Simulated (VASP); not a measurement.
Given:

```xyz
71
Lattice="4.8683 -8.4322 0.0000 4.8683 8.4322 0.0000 0.0000 0.0000 10.5563" Properties=species:S:1:pos:R:3 pbc="T T T"
Ga     1.6230    -0.9387     2.6171
Ga     1.6202     0.9424    10.5528
Ga     1.6084    -0.9179     7.9067
Ga     1.6334     0.9491     5.2921
Ga     3.2420     1.8678     2.6368
Ga     3.2518     3.7503     0.0145
Ga     3.2392     1.8836     7.9347
Ga     3.2599     3.7556     5.2822
Ga     4.8716     4.6854     2.6375
Ga     4.8678     6.5588    10.5519
Ga     4.8709     4.6861     7.9250
Ga     4.8876     6.5426     5.2921
Ga     3.2451    -3.7475     2.6164
Ga     3.2397    -1.8781    10.5206
Ga     3.2545    -3.7689     7.9063
Ga     4.8347    -0.9576     2.5923
Ga     4.8725     0.9454    10.5443
Ga     4.9010    -0.9183     7.9132
Ga     4.8270     0.9669     5.3302
Ga     6.4789     1.8669     2.6343
Ga     6.4920     3.7451    10.5521
Ga     6.5024     1.8810     7.9228
Ga     6.4869     3.7695     5.2915
Ga     4.8680    -6.5590     2.6394
Ga     4.8726    -4.6900    10.5531
Ga     4.8675    -6.5587     7.9182
Ga     4.8839    -4.6813     5.2914
Ga     6.4859    -3.7486     2.6361
Ga     6.5025    -1.8760    10.5445
Ga     6.4962    -3.7585     7.9341
Ga     6.5001    -1.9251     5.3289
Ga     8.1034    -0.9447     2.6347
Ga     8.1174     0.9380     0.0075
Ga     8.1263    -0.9304     7.9231
Ga     8.1118     0.9354     5.2729
N      1.4824    -0.8444     4.5638
N      1.6222     0.9405     1.9777
N      1.6125    -0.9288     9.9031
N      1.6257     0.9499     7.2695
N      3.2335     1.8955     4.6256
N      3.2488     3.7479     1.9943
N      3.2420     1.8810     9.9103
N      3.2530     3.7516     7.2656
N      4.8728     4.6868     4.6254
N      4.8617     6.5539     1.9779
N      4.8681     4.6838     9.9050
N      4.8719     6.5572     7.2664
N      3.2544    -3.9172     4.5630
N      3.2226    -1.8876     1.9482
N      3.2476    -3.7615     9.9030
N      3.2594    -1.8656     7.4992
N      4.8618     0.9412     1.9622
N      4.8784    -0.9326     9.9095
N      4.8703     0.9653     7.3005
N      6.4790     1.8668     4.6266
N      6.4850     3.7422     1.9778
N      6.4982     1.8750     9.9028
N      6.4914     3.7509     7.2660
N      4.8644    -6.5606     4.6273
N      4.8724    -4.6874     1.9776
N      4.8664    -6.5598     9.9004
N      4.8807    -4.6882     7.2693
N      6.5045    -3.7691     4.6250
N      6.4941    -1.8828     1.9621
N      6.4965    -3.7551     9.9097
N      6.5173    -1.8863     7.2996
N      8.1052    -0.9441     4.6265
N      8.1096     0.9340     1.9943
N      8.1197    -0.9324     9.9022
N      8.1158     0.9378     7.2586
C      5.0089    -0.8572     4.5683
```
Cell charge +1.

Computed with PBE GGA, VASP's PBE PAW potentials (set 64) (plane waves; VASP). Settings: PREC = Normal, LREAL = Auto, ISYM = 0, NELECT = 283.0, 400 eV cut-off, 1×1×1 Γ-centred mesh, Gaussian smearing of 0.050 eV, potentials Ga N C. Starting moments (MAGMOM): 71*0.0423. The cell's moment is fixed (NUPDOWN = 3).

At this cut-off the stress carries a Pulay error, which pulls relaxed volumes low. The cell is charged, with a uniform compensating background.  The supercell is sampled at Γ alone, which is coarse: total energies, pressure and levels can be off, energies of defects by several tenths of an eV.

Problem. Predict the cell moment, energy per atom (σ→0), pressure.

Solution. 
```yaml
cell_moment: 3.00 μB
energy per atom (σ→0): -5.977 eV/atom
pressure: -2.77 GPa
```

Problem. Give the moment on each site (PAW-sphere projection).

Solution. 
```tsv
site	moment (μB)
Ga1	0.00
Ga2	0.01
Ga3	0.00
Ga4	0.00
Ga5	0.00
Ga6	0.00
Ga7	0.00
Ga8	0.01
Ga9	0.00
Ga10	0.01
Ga11	0.00
Ga12	0.00
Ga13	0.00
Ga14	0.00
Ga15	0.00
Ga16	0.01
Ga17	0.01
Ga18	0.00
Ga19	0.02
Ga20	0.00
Ga21	0.01
Ga22	0.00
Ga23	0.00
Ga24	0.00
Ga25	0.01
Ga26	0.00
Ga27	0.00
Ga28	0.00
Ga29	0.01
Ga30	0.00
Ga31	0.02
Ga32	0.00
Ga33	0.00
Ga34	0.00
Ga35	0.00
N36	0.38
N37	0.02
N38	0.05
N39	0.01
N40	0.05
N41	0.03
N42	0.03
N43	0.03
N44	0.02
N45	0.03
N46	0.03
N47	0.02
N48	0.38
N49	0.02
N50	0.05
N51	0.42
N52	0.04
N53	0.06
N54	0.03
N55	0.05
N56	0.03
N57	0.02
N58	0.02
N59	0.08
N60	0.02
N61	0.01
N62	0.01
N63	0.05
N64	0.04
N65	0.03
N66	0.03
N67	0.05
N68	0.02
N69	0.02
N70	0.02
C71	-0.01
```

Total energies compare only between runs with the same potentials, cut-off and functional.

The cell is a supercell with a defect, built from GaN (wurtzite): C_N-vac_Ga, charge +1.
